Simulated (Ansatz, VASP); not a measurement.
# Hf (Hafnium) in two plane-wave programs, part 2 of 2

Wanted: the spread between two codes on one cell, functional and k mesh. The structure shown comes from an earlier Ansatz run, which isn't shown and may have moved the atoms alone.

VASP 6.6.1 and Ansatz 0.2.0.

So far: The structure; Ansatz: elastic constants, LDA.

## 3. VASP: elastic constants, LDA

Level of this step: LDA; plane waves and PAW (Hf_pv) (VASP).

The same cell, functional (in two slightly different forms), mesh and smearing now go to VASP, with its own data sets.

Lines of VASP's logs that name or quote its potential files are left out, and so is its time.

INCAR reads:

```
SYSTEM = Hf
PREC = Accurate
ENCUT = 500
EDIFF = 1E-08
NELM = 120
ISMEAR = 1
SIGMA = 0.25
LREAL = .FALSE.
ALGO = Normal
GGA = CA
NBANDS = 16
LASPH = .TRUE.
LORBIT = 11
LWAVE = .FALSE.
LCHARG = .FALSE.
ISIF = 3
IBRION = 6
NFREE = 2
POTIM = 0.015
NSW = 1
GGA_COMPAT = .FALSE.
KPAR = 2
```

POSCAR reads:

```
Hf
1.0
    3.1606141642      0.0000000000      0.0000000000
   -1.5803070821      2.7371721578      0.0000000000
    0.0000000000      0.0000000000      4.8286425584
Hf
2
Direct
    0.3333333333      0.6666666667      0.2500000000
    0.6666666667      0.3333333333      0.7500000000
```

KPOINTS reads:

```
Automatic mesh
0
Gamma
4 4 4
0 0 0
```

The projector-augmented-wave data sets are Hf_pv (LDA family, release 64).

Launch:

```
> mpirun -np 2 vasp_std
```

Numbers of over 12 decimals in the logs are rounded to 6 here.

Output:

```text
[banner, memory and clock lines left out]
running    2 mpi-ranks, on    1 nodes
 distrk:  each k-point on    1 cores,    2 groups
 distr:  one band on    1 cores,    1 groups

 POSCAR found type information on POSCAR Hf
 POSCAR found :  1 types and       2 ions
 LDA part: xc-table for (Slater(with rela. corr.)+CA(PZ))
 , standard interpolation
 POSCAR, INCAR and KPOINTS ok, starting setup
 FFT: planning ... GRIDC
 FFT: planning ... GRID_SOFT
 FFT: planning ... GRID
 WAVECAR not read
 entering main loop
       N       E                     dE             d eps       ncg     rms          rms(c)
DAV:   1     0.483962624809E+02    0.48396E+02   -0.11360E+04   384   0.116E+03
DAV:   2    -0.205222744910E+02   -0.68919E+02   -0.67081E+02   496   0.253E+02
DAV:   3    -0.221164286580E+02   -0.15942E+01   -0.15927E+01   536   0.266E+01
DAV:   4    -0.221268215910E+02   -0.10393E-01   -0.10393E-01   432   0.263E+00
DAV:   5    -0.221269394109E+02   -0.11782E-03   -0.11782E-03   536   0.232E-01    0.689E+01
DAV:   6    -0.216035060839E+02    0.52343E+00   -0.45436E-01   432   0.446E+00    0.410E+01
DAV:   7    -0.214164253679E+02    0.18708E+00   -0.74672E-01   480   0.551E+00    0.206E+00
DAV:   8    -0.214066498026E+02    0.97756E-02   -0.48581E-02   424   0.154E+00    0.298E-01
DAV:   9    -0.214067369698E+02   -0.87167E-04   -0.10100E-03   512   0.235E-01    0.177E-01
DAV:  10    -0.214067306866E+02    0.62832E-05   -0.53496E-05   432   0.518E-02    0.208E-01
DAV:  11    -0.214067273486E+02    0.33380E-05   -0.49756E-06   520   0.150E-02    0.914E-03
DAV:  12    -0.214067273204E+02    0.28116E-07   -0.42077E-07   464   0.443E-03    0.839E-03
DAV:  13    -0.214067273058E+02    0.14645E-07   -0.36005E-08   448   0.135E-03    0.359E-04
DAV:  14    -0.214067273060E+02   -0.25125E-09   -0.12401E-09   320   0.288E-04
   1 F= -.21406727E+02 E0= -.21408708E+02  d E =0.594161E-02
[... from here on, the cycles between the ionic steps are left out ...]
   2 F= -.21400242E+02 E0= -.21402031E+02  d E =0.536766E-02
   3 F= -.21398420E+02 E0= -.21400322E+02  d E =0.570649E-02
   9 F= -.21404131E+02 E0= -.21406006E+02  d E =0.562535E-02
  10 F= -.21404634E+02 E0= -.21406545E+02  d E =0.573215E-02
  11 F= -.21404634E+02 E0= -.21406545E+02  d E =0.573216E-02
  12 F= -.21404630E+02 E0= -.21406545E+02  d E =0.574419E-02
  13 F= -.21404630E+02 E0= -.21406545E+02  d E =0.574419E-02
  14 F= -.21406524E+02 E0= -.21408449E+02  d E =0.577703E-02
  15 F= -.21406524E+02 E0= -.21408449E+02  d E =0.577700E-02
  16 F= -.21405690E+02 E0= -.21407600E+02  d E =0.572895E-02
 Finite differences progress:
  Degree of freedom:   8/  8
  Displacement:        1/  2
  Total:              15/ 16
 bond charge predicted
       N       E                     dE             d eps       ncg     rms          rms(c)
DAV:   1    -0.213950478583E+02    0.10643E-01   -0.28635E+00   416   0.140E+01    0.111E+00
DAV:   2    -0.214057568834E+02   -0.10709E-01   -0.12641E-01   440   0.260E+00    0.290E-01
DAV:   3    -0.214057379765E+02    0.18907E-04   -0.11266E-03   560   0.267E-01    0.124E-01
DAV:   4    -0.214056928350E+02    0.45142E-04   -0.98032E-05   432   0.816E-02    0.214E-02
DAV:   5    -0.214056907900E+02    0.20450E-05   -0.69263E-06   496   0.202E-02    0.640E-03
DAV:   6    -0.214056905929E+02    0.19708E-06   -0.49327E-07   504   0.558E-03    0.246E-03
DAV:   7    -0.214056904751E+02    0.11787E-06   -0.24988E-07   464   0.412E-03    0.560E-04
DAV:   8    -0.214056904745E+02    0.61050E-09   -0.11913E-08   352   0.892E-04
  17 F= -.21405690E+02 E0= -.21407600E+02  d E =0.572896E-02
 Finite differences progress:
  Degree of freedom:   8/  8
  Displacement:        2/  2
  Total:              16/ 16
```

OUTCAR, selected parts (step 3):

```text
ion  position               nearest neighbor table
   1  0.333  0.667  0.250-   2 3.03   2 3.03   2 3.03   2 3.03   2 3.03   2 3.03
   2  0.667  0.333  0.750-   1 3.03   1 3.03   1 3.03   1 3.03   1 3.03   1 3.03

  LATTYP: Found a hexagonal cell.
 ALAT       =     3.1606141642
 C/A-ratio  =     1.5277545146

 Subroutine GETGRP returns: Found 24 space group operations
 (whereof 12 operations were pure point group operations)

The static configuration has the point symmetry D_3d.
 The point group associated with its full space group is D_6h.

 Found     12 irreducible k-points:

   k-points           NKPTS =     12   k-points in BZ     NKDIM =     12   number of bands    NBANDS=     16

   dimension x,y,z NGX =    24 NGY =   24 NGZ =   36
   dimension x,y,z NGXF=    48 NGYF=   48 NGZF=   72

   ENCUT  =  500.0 eV  36.75 Ry    6.06 a.u.   5.76  5.76  8.80*2*pi/ulx,y,z

   NELECT =      20.0000    total number of electrons

 k-points in reciprocal lattice and weights: Automatic mesh
   0.00000000  0.00000000  0.00000000       0.016
   0.25000000  0.00000000  0.00000000       0.094
   0.50000000  0.00000000  0.00000000       0.047
   0.25000000  0.25000000  0.00000000       0.094
   0.00000000  0.00000000  0.25000000       0.031
   0.25000000  0.00000000  0.25000000       0.188
   0.50000000  0.00000000  0.25000000       0.094
   0.25000000  0.25000000  0.25000000       0.188
   0.00000000  0.00000000  0.50000000       0.016
   0.25000000  0.00000000  0.50000000       0.094
   0.50000000  0.00000000  0.50000000       0.047
   0.25000000  0.25000000  0.50000000       0.094

 average (electrostatic) potential at core
       1 -37.0033       2 -37.0032

 E-fermi :   5.2430

 k-point     1 :       0.0000    0.0000    0.0000
  band No.  band energies     occupation
    ...
      4     -24.5527      2.00000
      5     -24.5527      2.00000
      6     -24.5268      2.00000
      7      -2.2540      2.00000
      8       1.4270      2.00000
      9       6.3198     -0.00000
     10       6.3198     -0.00000
     11       6.6585     -0.00000
     12       7.0626     -0.00000
     13       7.3055     -0.00000
    ...

 k-point     2 :       0.2500    0.0000    0.0000
  band No.  band energies     occupation
    ...
      6     -24.5933      2.00000
      7      -0.4635      2.00000
      8       2.7244      2.00000
      9       4.3271      2.00000
     10       4.5734      2.00101
     11       6.1954     -0.00000
     12       6.4802     -0.00000
     13       6.8673     -0.00000
     14       8.1250     -0.00000
     15       8.8376     -0.00000
    ...

 k-point     3 :       0.5000    0.0000    0.0000
  band No.  band energies     occupation
    ...
      6     -24.6415      2.00000
      7       1.7989      2.00000
      8       2.2597      2.00000
      9       2.8903      2.00000
     10       4.5717      2.00097
     11       5.7140     -0.02284
     12       6.4480     -0.00000
     13       7.2869     -0.00000
     14      11.2639      0.00000
     15      11.9288      0.00000
    ...

  Total        0.0470384      0.0470384      0.0157308      0.0000000      0.0000000      0.0000000
  in kB        1.8041162      1.8041162      0.6033410      0.0000000      0.0000000      0.0000000
  external PRESSURE =       1.4038578 kB  Pullay stress =       0.0000000 kB

  energy-cutoff  :      500.00
  volume of cell :       41.77
      direct lattice vectors                 reciprocal lattice vectors
     3.160614164  0.000000000  0.000000000     0.316394203  0.182670278  0.000000000
    -1.580307082  2.737172158  0.000000000     0.000000000  0.365340557  0.000000000
     0.000000000  0.000000000  4.828642558     0.000000000  0.000000000  0.207097541

 POSITION                                       TOTAL-FORCE (eV/Angst)
 -----------------------------------------------------------------------------------
     -0.00000      1.82478      1.19216         0.000000      0.000000      0.137517
      1.58031      0.91239      3.62148        -0.000000      0.000000     -0.137517
 -----------------------------------------------------------------------------------
    total drift:                               -0.000000      0.000000     -0.001115

  FREE ENERGIE OF THE ION-ELECTRON SYSTEM (eV)
  ---------------------------------------------------
  free  energy   TOTEN  =       -21.4056904745 eV

  energy  without entropy=      -21.4114194340  energy(sigma->0) =      -21.40760013

  SYMMETRIZED ELASTIC MODULI (kBar)
 Direction    XX          YY          ZZ          XY          YZ          ZX
 --------------------------------------------------------------------------------
 XX        2516.9611    753.7256    577.9300      0.0000     -0.0000      0.0000
 YY         753.7256   2516.9611    577.9300      0.0000     -0.0000      0.0000
 ZZ         577.9300    577.9300   2786.1945     -0.0000      0.0000      0.0000
 XY           0.0000      0.0000      0.0000    881.6178      0.0000     -0.0000
 YZ           0.0000      0.0000     -0.0000      0.0000    713.1013      0.0000
 ZX           0.0000      0.0000      0.0000      0.0000      0.0000    713.1013
 --------------------------------------------------------------------------------

 Eigenvectors and eigenvalues of the dynamical matrix
 ----------------------------------------------------

   1 f  =    5.010862 THz    31.484175 2PiTHz  167.144366 cm-1    20.723251 meV
             X         Y         Z           dx          dy          dz
     -0.000000  1.824781  1.207161     0.000000   -0.000000    0.707107
      1.580307  0.912391  3.621482    -0.000000    0.000000   -0.707107

   2 f  =    2.228365 THz    14.001232 2PiTHz   74.330266 cm-1     9.215774 meV
             X         Y         Z           dx          dy          dz
     -0.000000  1.824781  1.207161    -0.000000    0.707107   -0.000000
      1.580307  0.912391  3.621482     0.000000   -0.707107   -0.000000

   3 f  =    2.228365 THz    14.001232 2PiTHz   74.330266 cm-1     9.215774 meV
             X         Y         Z           dx          dy          dz
     -0.000000  1.824781  1.207161     0.707107    0.000000    0.000000
      1.580307  0.912391  3.621482    -0.707107   -0.000000    0.000000

   4 f  =    0.000000 THz     0.000001 2PiTHz    0.000003 cm-1     0.000000 meV
             X         Y         Z           dx          dy          dz
     -0.000000  1.824781  1.207161     0.001456    0.052892    0.705124
      1.580307  0.912391  3.621482     0.001456    0.052892    0.705124

   5 f  =    0.000000 THz     0.000000 2PiTHz    0.000001 cm-1     0.000000 meV
             X         Y         Z           dx          dy          dz
     -0.000000  1.824781  1.207161    -0.279095   -0.647834    0.049171
      1.580307  0.912391  3.621482    -0.279095   -0.647834    0.049171

   6 f  =    0.000000 THz     0.000000 2PiTHz    0.000001 cm-1     0.000000 meV
             X         Y         Z           dx          dy          dz
     -0.000000  1.824781  1.207161    -0.649695    0.278413   -0.019543
      1.580307  0.912391  3.621482    -0.649695    0.278413   -0.019543

 ELASTIC MODULI CONTR FROM IONIC RELAXATION (kBar)
 Direction    XX          YY          ZZ          XY          YZ          ZX
 --------------------------------------------------------------------------------
 XX         -40.3192     40.3192      0.0000     -0.0000      0.0000      0.0000
 YY          40.3192    -40.3192     -0.0000      0.0000      0.0000      0.0000
 ZZ           0.0000     -0.0000     -0.0000     -0.0000      0.0000      0.0000
 XY          -0.0000      0.0000     -0.0000    -40.3192      0.0000      0.0000
 YZ           0.0000      0.0000      0.0000      0.0000      0.0000      0.0000
 ZX           0.0000      0.0000      0.0000      0.0000      0.0000      0.0000
 --------------------------------------------------------------------------------

 TOTAL ELASTIC MODULI (kBar)
 Direction    XX          YY          ZZ          XY          YZ          ZX
 --------------------------------------------------------------------------------
 XX        2476.6418    794.0448    577.9300     -0.0000     -0.0000      0.0000
 YY         794.0448   2476.6418    577.9300      0.0000     -0.0000      0.0000
 ZZ         577.9300    577.9300   2786.1945     -0.0000      0.0000      0.0000
 XY           0.0000      0.0000     -0.0000    841.2985      0.0000     -0.0000
 YZ           0.0000      0.0000     -0.0000      0.0000    713.1013      0.0000
 ZX           0.0000      0.0000      0.0000      0.0000      0.0000    713.1013
 --------------------------------------------------------------------------------

 total charge
# of ion       s       p       d       tot
------------------------------------------
    1        0.410   6.419   1.663   8.491
    2        0.410   6.419   1.663   8.491
--------------------------------------------------
tot          0.820  12.837   3.325  16.983

[... 3 further parts left out ...]
```

Levels, forces or a CONTCAR printed for this step are those of its last displaced cell, not of the structure at rest.

## 4. Differences

Known differences besides the potentials themselves: the two LDA forms differ slightly; the data sets hold 52 valence electrons in Ansatz (on its default PAW (the set named soft_2) files) and 20 in VASP; the cutoff is 420 eV in Ansatz and 500 eV in VASP; VASP's log shows a relativistic correction to its local exchange, Ansatz's none; VASP takes each elastic constant from one size of strain, Ansatz from those that its log lists. Total energies have different zeros and are not compared.

Both answers:

| quantity | Ansatz | VASP | difference |
| --- | --- | --- | --- |
| C11 (GPa) | 246.4 | 247.7 | -0.53 % |
| C22 (GPa) | 246.4 | 247.7 | -0.53 % |
| C33 (GPa) | 278.1 | 278.6 | -0.19 % |
| C12 (GPa) | 77.1 | 79.4 | -2.84 % |
| C13 (GPa) | 56.7 | 57.8 | -1.82 % |
| C23 (GPa) | 56.7 | 57.8 | -1.82 % |
| C44 (GPa) | 72.4 | 71.3 | +1.53 % |
| C55 (GPa) | 72.4 | 71.3 | +1.53 % |
| C66 (GPa) | 84.6 | 84.1 | +0.57 % |

## 5. What came out

```
difference in C12 (elastic constants, LDA) : -2.8 %
```

In words: The difference in C12 is -2.8 % (elastic constants, LDA), within the 5 % picked in this series as the mark of a large difference. The data sets hold unlike numbers of valence electrons (52 in Ansatz and 20 in VASP), so part of the differences comes from the potentials. Such differences can come from data sets, numerical settings and the points named under the comparisons, not from the functional's error against experiment.

[Lines on the potential files, build, host, timing and source positions are cut from VASP's logs without a mark.]

[Logs are printed without paths, hosts, clocks, repeated set-up lines and the standing remarks that a program may print on its own settings, such as how far it seeks lower states.]

[Hosts, paths, dates, database ids (printed as entryN), source tags and the programs' standing remarks are cut or masked in the printed files.]
